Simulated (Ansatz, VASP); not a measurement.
# Cross-check of ZrB2 between VASP and Ansatz

Wanted: the spread between two codes on one cell, functional and k mesh. The cell is taken from a series of runs on this material, whose earlier steps may have relaxed, scaled, displaced or heated it; both programs get it as it stands.

Calculated with Ansatz 0.2.0; plane waves, with VASP 6.6.1 beside it; zone-centre phonons at PBEsol.

**1. The starting structure**

It takes space group P6/mmm (No. 191, hexagonal). Conventional cell: a = 3.212 Å, b = 3.212 Å, c = 3.585 Å, α = 90.00°, β = 90.00°, γ = 120.00°. Nearest to B lie 3 B at 1.85 Å and 6 Zr at 2.58 Å. Nearest to Zr lie 12 B at 2.58 Å. Farther neighbours are not listed.

Structure file:

```cif
data_structure
_symmetry_space_group_name_H-M 'P6/mmm'
_symmetry_Int_Tables_number 191
_cell_length_a 3.2125
_cell_length_b 3.2125
_cell_length_c 3.5855
_cell_angle_alpha 90.000
_cell_angle_beta 90.000
_cell_angle_gamma 120.000
_cell_volume 32.04
loop_
_atom_site_label
_atom_site_type_symbol
_atom_site_symmetry_multiplicity
_atom_site_Wyckoff_symbol
_atom_site_fract_x
_atom_site_fract_y
_atom_site_fract_z
_atom_site_occupancy
B1 B 2 d 0.33333 0.66667 0.50000 1
Zr1 Zr 1 a 0.00000 0.00000 0.00000 1
```

**2. VASP: zone-centre phonons, PBEsol**

Second derivatives magnify differences that forces hide, and they need a tight electronic threshold.

Lines of VASP's logs that name or quote its potential files are left out, and so is its time.

INCAR

```
SYSTEM = ZrB2
PREC = Accurate
ENCUT = 500
EDIFF = 1E-08
NELM = 120
ISMEAR = 1
SIGMA = 0.2
LREAL = .FALSE.
ALGO = Normal
GGA = PS
NBANDS = 15
LASPH = .TRUE.
LORBIT = 11
LWAVE = .FALSE.
LCHARG = .FALSE.
ISIF = 2
IBRION = 8
GGA_COMPAT = .FALSE.
KPAR = 2
```

POSCAR

```
ZrB2
1.0
    3.2124601856      0.0000000000      0.0000000000
   -1.6062300928      2.7820721294      0.0000000000
    0.0000000000      0.0000000000      3.5854772082
B Zr
2 1
Direct
    0.3333333333      0.6666666667      0.5000000000
    0.6666666667      0.3333333333      0.5000000000
    0.0000000000      0.0000000000      0.0000000000
```

KPOINTS

```
Automatic mesh
0
Gamma
15 15 12
0 0 0
```

The projector-augmented-wave data sets are B and Zr_sv (PBE family, release 64).

Started as:

```
$ mpirun -np 2 vasp_std
```

Numbers of over 12 decimals in the logs are rounded to 6 here.

What it wrote:

```text
[banner, memory and clock lines left out]
running    2 mpi-ranks, on    1 nodes
 distrk:  each k-point on    1 cores,    2 groups
 distr:  one band on    1 cores,    1 groups

 POSCAR found type information on POSCAR B Zr
 POSCAR found :  2 types and       3 ions
|                                                                             |
|               ----> ADVICE to this user running VASP <----                  |
|                                                                             |
|     You enforced a specific xc type in the INCAR file but a different       |
|     [... a line on the potential file left out ...]
|     I HOPE YOU KNOW WHAT YOU ARE DOING!                                     |
|                                                                             |

 LDA part: xc-table for (Slater+PW92), standard interpolation
 POSCAR, INCAR and KPOINTS ok, starting setup
 FFT: planning ... GRIDC
 FFT: planning ... GRID_SOFT
 FFT: planning ... GRID
 WAVECAR not read
 entering main loop
       N       E                     dE             d eps       ncg     rms          rms(c)
DAV:   1     0.100420703554E+03    0.10042E+03   -0.95031E+03  5670   0.116E+03
DAV:   2    -0.244784396966E+02   -0.12490E+03   -0.11989E+03  7182   0.295E+02
DAV:   3    -0.287572086030E+02   -0.42788E+01   -0.42582E+01  9197   0.475E+01
DAV:   4    -0.288323595357E+02   -0.75151E-01   -0.75137E-01  6567   0.579E+00
DAV:   5    -0.288342950728E+02   -0.19355E-02   -0.19355E-02  8786   0.637E-01    0.203E+01
DAV:   6    -0.263762528817E+02    0.24580E+01   -0.59492E+00  7111   0.164E+01    0.823E+00
DAV:   7    -0.263344202085E+02    0.41833E-01   -0.65246E-01  8247   0.504E+00    0.299E+00
DAV:   8    -0.263327441102E+02    0.16761E-02   -0.87475E-02  6796   0.244E+00    0.490E-01
DAV:   9    -0.263294175330E+02    0.33266E-02   -0.19016E-02  7214   0.102E+00    0.191E-01
DAV:  10    -0.263291288366E+02    0.28870E-03   -0.14741E-03  6819   0.358E-01    0.348E-02
DAV:  11    -0.263291381879E+02   -0.93513E-05   -0.59022E-05  7868   0.735E-02    0.101E-02
DAV:  12    -0.263291366350E+02    0.15529E-05   -0.24282E-06  7252   0.110E-02    0.486E-03
DAV:  13    -0.263291364564E+02    0.17856E-06   -0.37309E-07  8056   0.490E-03    0.162E-03
DAV:  14    -0.263291364245E+02    0.31929E-07   -0.22103E-08  5702   0.144E-03    0.478E-04
DAV:  15    -0.263291363979E+02    0.26616E-07   -0.29093E-09  3416   0.495E-04    0.148E-04
DAV:  16    -0.263291363887E+02    0.91568E-08   -0.82196E-10  3136   0.256E-04
   1 F= -.26329136E+02 E0= -.26329322E+02  d E =0.556323E-03
 Linear response reoptimize wavefunctions to high precision
DAV:   1    -0.263291363868E+02    0.19331E-08   -0.25992E-10  3801   0.116E-04
DAV:   2    -0.263291363868E+02   -0.24556E-10   -0.92588E-11  3087   0.540E-05
 Linear response DOF=           4
 Linear response progress:
  Degree of freedom:   1/  4
       N       E                     dE             d eps       ncg     rms          rms(c)
RMM:   1    -0.464002122214E-01   -0.46400E-01   -0.20806E-02 57686   0.100E+00
RMM:   2    -0.416604891857E-01    0.47397E-02   -0.23741E-03 47139   0.246E-01    0.130E-01
RMM:   3    -0.416543902828E-01    0.60989E-05   -0.60776E-04 44967   0.116E-01    0.654E-02
RMM:   4    -0.420754759277E-01   -0.42109E-03   -0.36527E-04 44317   0.899E-02    0.817E-03
RMM:   5    -0.420755976441E-01   -0.12172E-06   -0.47533E-05 52223   0.258E-02    0.215E-03
RMM:   6    -0.420758473821E-01   -0.24974E-06   -0.96254E-06 55884   0.925E-03    0.104E-03
RMM:   7    -0.420726487584E-01    0.31986E-05   -0.15733E-06 55324   0.438E-03    0.264E-04
RMM:   8    -0.420741910932E-01   -0.15423E-05    0.14221E-07 58200   0.202E-03    0.129E-04
RMM:   9    -0.420737485975E-01    0.44250E-06    0.41220E-07 59193   0.934E-04    0.308E-05
RMM:  10    -0.420739695153E-01   -0.22092E-06    0.94248E-08 58851   0.456E-04    0.220E-05
RMM:  11    -0.420738483946E-01    0.12112E-06    0.11937E-07 59121   0.228E-04    0.606E-06
RMM:  12    -0.420738469811E-01    0.14135E-08    0.25376E-08 60133   0.115E-04    0.473E-06
 first order change of Fermi-energy   0.19366E-04
 force on displaced ion       1 direction 1 : -13.390  -0.001   0.000
 Linear response progress:
  Degree of freedom:   2/  4
       N       E                     dE             d eps       ncg     rms          rms(c)
RMM:   1    -0.458781347656E-01   -0.45878E-01   -0.20897E-03 20177   0.105E+00
RMM:   2    -0.433541023745E-01    0.25240E-02   -0.19092E-03 16308   0.237E-01    0.107E-01
RMM:   3    -0.433518958913E-01    0.22065E-05   -0.78167E-04 16004   0.130E-01    0.502E-02
RMM:   4    -0.436952423980E-01   -0.34335E-03   -0.28798E-04 16795   0.820E-02    0.115E-02
RMM:   5    -0.437530425933E-01   -0.57800E-04   -0.43820E-05 18278   0.309E-02    0.375E-03
RMM:   6    -0.437605340247E-01   -0.74914E-05   -0.90583E-06 19303   0.123E-02    0.693E-04
RMM:   7    -0.437544394356E-01    0.60946E-05    0.11173E-05 19608   0.517E-03    0.239E-04
RMM:   8    -0.437548629644E-01   -0.42353E-06    0.76951E-06 19610   0.249E-03    0.130E-04
RMM:   9    -0.437540199465E-01    0.84302E-06    0.63566E-06 19644   0.128E-03    0.779E-05
RMM:  10    -0.437544639242E-01   -0.44398E-06    0.46043E-06 19975   0.675E-04    0.123E-05
RMM:  11    -0.437544536392E-01    0.10285E-07    0.37163E-06 21267   0.334E-04    0.114E-05
RMM:  12    -0.437544514861E-01    0.21531E-08    0.26960E-06 20696   0.165E-04    0.598E-06
RMM:  13    -0.437544521890E-01   -0.70291E-09    0.21303E-06 20181   0.882E-05    0.359E-06
RMM:  14    -0.437544660091E-01   -0.13820E-07    0.15314E-06 20581   0.458E-05    0.948E-07
RMM:  15    -0.437544679836E-01   -0.19745E-08    0.11965E-06 19878   0.242E-05    0.887E-07
RMM:  16    -0.437544646947E-01    0.32889E-08    0.86454E-07 19331   0.133E-05    0.122E-07
RMM:  17    -0.437544662387E-01   -0.15440E-08    0.66112E-07 16928   0.728E-06    0.188E-07
RMM:  18    -0.437544655196E-01    0.71918E-09    0.48571E-07 15457   0.435E-06    0.939E-08
 first order change of Fermi-energy  -0.71728E-04
 force on displaced ion       1 direction 3 :  -0.000   0.000  -8.629
 Linear response progress:
  Degree of freedom:   3/  4
       N       E                     dE             d eps       ncg     rms          rms(c)
RMM:   1    -0.688303611153E+00   -0.68830E+00    0.29649E+00 15368   0.150E+01
RMM:   2    -0.634096962044E+00    0.54207E-01   -0.19038E-01 21298   0.283E+00    0.170E-01
RMM:   3    -0.635262450191E+00   -0.11655E-02   -0.32356E-02 25644   0.877E-01    0.533E-02
RMM:   4    -0.636785017231E+00   -0.15226E-02   -0.53891E-03 31609   0.304E-01    0.317E-02
RMM:   5    -0.637296292552E+00   -0.51128E-03   -0.10393E-03 31889   0.119E-01    0.190E-02
RMM:   6    -0.637290259948E+00    0.60326E-05   -0.14325E-04 32071   0.510E-02    0.178E-03
RMM:   7    -0.637254168409E+00    0.36092E-04   -0.42384E-05 32796   0.241E-02    0.362E-03
RMM:   8    -0.637245213960E+00    0.89544E-05   -0.25883E-05 32864   0.137E-02    0.689E-04
RMM:   9    -0.637249006240E+00   -0.37923E-05   -0.93325E-06 34125   0.814E-03    0.102E-04
RMM:  10    -0.637250424259E+00   -0.14180E-05   -0.77756E-06 34649   0.530E-03    0.163E-04
RMM:  11    -0.637250654364E+00   -0.23010E-06   -0.45785E-06 35468   0.377E-03    0.207E-04
RMM:  12    -0.637249049110E+00    0.16053E-05   -0.37508E-06 33553   0.289E-03    0.171E-04
RMM:  13    -0.637248987952E+00    0.61158E-07   -0.27147E-06 34001   0.229E-03    0.243E-04
RMM:  14    -0.637248949156E+00    0.38795E-07   -0.22756E-06 35316   0.184E-03    0.268E-04
RMM:  15    -0.637249170156E+00   -0.22100E-06   -0.17596E-06 31526   0.155E-03    0.231E-04
RMM:  16    -0.637249470480E+00   -0.30032E-06   -0.14287E-06 33605   0.128E-03    0.233E-04
 first order change of Fermi-energy   0.82068E-04
 force on displaced ion       3 direction 1 : -11.788   0.000   0.000
 Linear response progress:
  Degree of freedom:   4/  4
       N       E                     dE             d eps       ncg     rms          rms(c)
RMM:   1    -0.760970108524E+00   -0.76097E+00    0.26463E+00  6549   0.147E+01
RMM:   2    -0.707474688900E+00    0.53495E-01   -0.16924E-01  8850   0.269E+00    0.190E-01
RMM:   3    -0.710134736685E+00   -0.26600E-02   -0.36176E-02 10394   0.817E-01    0.598E-02
RMM:   4    -0.712445269450E+00   -0.23105E-02   -0.64799E-03 12087   0.277E-01    0.388E-02
RMM:   5    -0.712733614862E+00   -0.28835E-03   -0.11083E-03 12636   0.104E-01    0.256E-02
RMM:   6    -0.712544003676E+00    0.18961E-03    0.13699E-04 12614   0.492E-02    0.671E-03
RMM:   7    -0.712636767146E+00   -0.92763E-04   -0.19528E-04 12848   0.225E-02    0.442E-03
RMM:   8    -0.712619302810E+00    0.17464E-04   -0.10547E-04 13321   0.119E-02    0.108E-03
RMM:   9    -0.712622742478E+00   -0.34397E-05   -0.10728E-04 13751   0.687E-03    0.838E-04
RMM:  10    -0.712625346142E+00   -0.26037E-05   -0.10224E-04 13491   0.478E-03    0.161E-04
RMM:  11    -0.712628590046E+00   -0.32439E-05   -0.97671E-05 13858   0.337E-03    0.488E-05
RMM:  12    -0.712628270774E+00    0.31927E-06   -0.91116E-05 13314   0.253E-03    0.116E-04
RMM:  13    -0.712628089167E+00    0.18161E-06   -0.83715E-05 14220   0.192E-03    0.131E-04
RMM:  14    -0.712628964435E+00   -0.87527E-06   -0.77599E-05 13173   0.156E-03    0.564E-05
[...]
RMM:  27    -0.712634430826E+00   -0.47011E-07   -0.31297E-05 12084   0.149E-04    0.783E-06
RMM:  28    -0.712634449126E+00   -0.18300E-07   -0.29295E-05 10319   0.127E-04    0.939E-06
RMM:  29    -0.712634496000E+00   -0.46873E-07   -0.27430E-05 12433   0.110E-04    0.962E-06
RMM:  30    -0.712634527692E+00   -0.31693E-07   -0.25683E-05 11419   0.948E-05    0.101E-05
RMM:  31    -0.712634522545E+00    0.51472E-08   -0.24054E-05  7580   0.812E-05    0.113E-05
RMM:  32    -0.712634527390E+00   -0.48450E-08   -0.22527E-05  6807   0.702E-05    0.122E-05
RMM:  33    -0.712634542749E+00   -0.15359E-07   -0.21102E-05  7067   0.609E-05    0.127E-05
RMM:  34    -0.712634544065E+00   -0.13162E-08   -0.19766E-05  6345   0.529E-05    0.134E-05
 first order change of Fermi-energy   0.12363E-03
 force on displaced ion       3 direction 3 :   0.000   0.000 -11.889
 Linear response finished
```

OUTCAR, selected parts (step 2):

```text
ion  position               nearest neighbor table
   1  0.333  0.667  0.500-   2 1.85   2 1.85   2 1.85   3 2.58   3 2.58   3 2.58   3 2.58   3 2.58
                             3 2.58
   2  0.667  0.333  0.500-   1 1.85   1 1.85   1 1.85   3 2.58   3 2.58   3 2.58   3 2.58   3 2.58
                             3 2.58
   3  0.000  0.000  0.000-   1 2.58   2 2.58   1 2.58   2 2.58   2 2.58   2 2.58   1 2.58   1 2.58
                             2 2.58   2 2.58   1 2.58   1 2.58

  LATTYP: Found a hexagonal cell.
 ALAT       =     3.2124601856
 C/A-ratio  =     1.1161156874

 Subroutine GETGRP returns: Found 24 space group operations
 (whereof 24 operations were pure point group operations)

The static configuration has the point symmetry D_6h.

 Found    189 irreducible k-points:

   k-points           NKPTS =    189   k-points in BZ     NKDIM =    189   number of bands    NBANDS=     15

   dimension x,y,z NGX =    24 NGY =   24 NGZ =   28
   dimension x,y,z NGXF=    48 NGYF=   48 NGZF=   56

   ENCUT  =  500.0 eV  36.75 Ry    6.06 a.u.   5.86  5.86  6.54*2*pi/ulx,y,z

   NELECT =      18.0000    total number of electrons

 k-points in reciprocal lattice and weights: Automatic mesh
   0.00000000  0.00000000  0.00000000       0.000
   0.06666667  0.00000000  0.00000000       0.002
   0.13333333  0.00000000  0.00000000       0.002
   0.20000000  0.00000000  0.00000000       0.002
   0.26666667  0.00000000  0.00000000       0.002
   0.33333333  0.00000000  0.00000000       0.002
   0.40000000  0.00000000  0.00000000       0.002
   0.46666667  0.00000000  0.00000000       0.002
   0.06666667  0.06666667  0.00000000       0.002
[...]
0.33333333  0.26666667  0.50000000       0.004
   0.33333333  0.33333333  0.50000000       0.001

 average (electrostatic) potential at core
       1 -22.6765       2 -22.6765       3 -73.2400

  Total       -2.5409296     -2.5409296     -2.5486115      0.0000000      0.0000000      0.0000000
  in kB     -127.0428171   -127.0428171   -127.4269016      0.0000000      0.0000000      0.0000000
  external PRESSURE =    -127.1708452 kB  Pullay stress =       0.0000000 kB

  energy-cutoff  :      500.00
  volume of cell :       32.04
      direct lattice vectors                 reciprocal lattice vectors
     3.212460186  0.000000000  0.000000000     0.311287905  0.179722156  0.000000000
    -1.606230093  2.782072129  0.000000000     0.000000000  0.359444311  0.000000000
     0.000000000  0.000000000  3.585477208     0.000000000  0.000000000  0.278902902

 POSITION                                       TOTAL-FORCE (eV/Angst)
 -----------------------------------------------------------------------------------
     -0.00000      1.85471      1.79274        -0.000000     -0.000000      0.000000
      1.60623      0.92736      1.79274         0.000000      0.000000      0.000000
      0.00000      0.00000      0.00000         0.000000      0.000000      0.000000
 -----------------------------------------------------------------------------------
    total drift:                               -0.000000      0.000000     -0.000000

 Eigenvectors and eigenvalues of the dynamical matrix
 ----------------------------------------------------

   1 f  =   21.759129 THz   136.716640 2PiTHz  725.806421 cm-1    89.988487 meV
             X         Y         Z           dx          dy          dz
     -0.000000  1.854715  1.792739    -0.000014    0.707107   -0.000000
      1.606230  0.927357  1.792739     0.000014   -0.707107    0.000000
      0.000000  0.000000  0.000000    -0.000000    0.000000    0.000000

   2 f  =   21.759129 THz   136.716640 2PiTHz  725.806421 cm-1    89.988487 meV
             X         Y         Z           dx          dy          dz
     -0.000000  1.854715  1.792739     0.707107    0.000014    0.000000
      1.606230  0.927357  1.792739    -0.707107   -0.000014   -0.000000
      0.000000  0.000000  0.000000    -0.000000   -0.000000    0.000000

   3 f  =   15.993494 THz   100.490088 2PiTHz  533.485546 cm-1    66.143748 meV
             X         Y         Z           dx          dy          dz
     -0.000000  1.854715  1.792739     0.000000   -0.000000   -0.707107
      1.606230  0.927357  1.792739     0.000000    0.000000    0.707107
      0.000000  0.000000  0.000000    -0.000000   -0.000000    0.000000

   4 f  =   12.892526 THz    81.006128 2PiTHz  430.048369 cm-1    53.319178 meV
             X         Y         Z           dx          dy          dz
     -0.000000  1.854715  1.792739    -0.000000    0.000000   -0.635755
      1.606230  0.927357  1.792739     0.000000    0.000000   -0.635755
      0.000000  0.000000  0.000000    -0.000000   -0.000000    0.437757

   5 f  =   12.788001 THz    80.349382 2PiTHz  426.561807 cm-1    52.886900 meV
             X         Y         Z           dx          dy          dz
     -0.000000  1.854715  1.792739    -0.000000    0.635167    0.000000
      1.606230  0.927357  1.792739     0.000000    0.635167    0.000000
      0.000000  0.000000  0.000000    -0.000000   -0.439462   -0.000000

   6 f  =   12.788001 THz    80.349382 2PiTHz  426.561807 cm-1    52.886900 meV
             X         Y         Z           dx          dy          dz
     -0.000000  1.854715  1.792739     0.635167   -0.000000    0.000000
      1.606230  0.927357  1.792739     0.635167    0.000000   -0.000000
      0.000000  0.000000  0.000000    -0.439462    0.000000    0.000000

   7 f/i=    0.000402 THz     0.002527 2PiTHz    0.013413 cm-1     0.001663 meV
             X         Y         Z           dx          dy          dz
     -0.000000  1.854715  1.792739     0.000000    0.000000    0.309541
      1.606230  0.927357  1.792739    -0.000000    0.000000    0.309541
      0.000000  0.000000  0.000000    -0.000000    0.000000    0.899094

   8 f/i=    0.024669 THz     0.155001 2PiTHz    0.822875 cm-1     0.102023 meV
             X         Y         Z           dx          dy          dz
     -0.000000  1.854715  1.792739    -0.310747   -0.000000    0.000000
      1.606230  0.927357  1.792739    -0.310747    0.000000   -0.000000
      0.000000  0.000000  0.000000    -0.898261    0.000000    0.000000

   9 f/i=    0.024669 THz     0.155001 2PiTHz    0.822875 cm-1     0.102023 meV
             X         Y         Z           dx          dy          dz
     -0.000000  1.854715  1.792739    -0.000000   -0.310747    0.000000
      1.606230  0.927357  1.792739     0.000000   -0.310747    0.000000
      0.000000  0.000000  0.000000     0.000000   -0.898261    0.000000

 ELASTIC MODULI CONTR FROM IONIC RELAXATION (kBar)
 Direction    XX          YY          ZZ          XY          YZ          ZX
 --------------------------------------------------------------------------------
 XX         -20.9044     20.9044      0.0000      0.0000      0.0000      0.0000
 YY          20.9044    -20.9044     -0.0000     -0.0000     -0.0000      0.0000
 ZZ           0.0000     -0.0000     -0.0000     -0.0000     -0.0000      0.0000
 XY           0.0000     -0.0000     -0.0000    -20.9044     -0.0000      0.0000
 YZ           0.0000     -0.0000     -0.0000     -0.0000     -0.0000      0.0000
 ZX           0.0000      0.0000      0.0000      0.0000      0.0000      0.0000
 --------------------------------------------------------------------------------
```

(Part 1 of 2 ends here.)

[Lines on the potential files, build, host, timing and source positions are cut from VASP's logs without a mark.]

[Logs are printed without paths, hosts, clocks, repeated set-up lines and the standing remarks that a program may print on its own settings, such as how far it seeks lower states.]

[Hosts, paths, dates, database ids (printed as entryN), source tags and the programs' standing remarks are cut or masked in the printed files.]
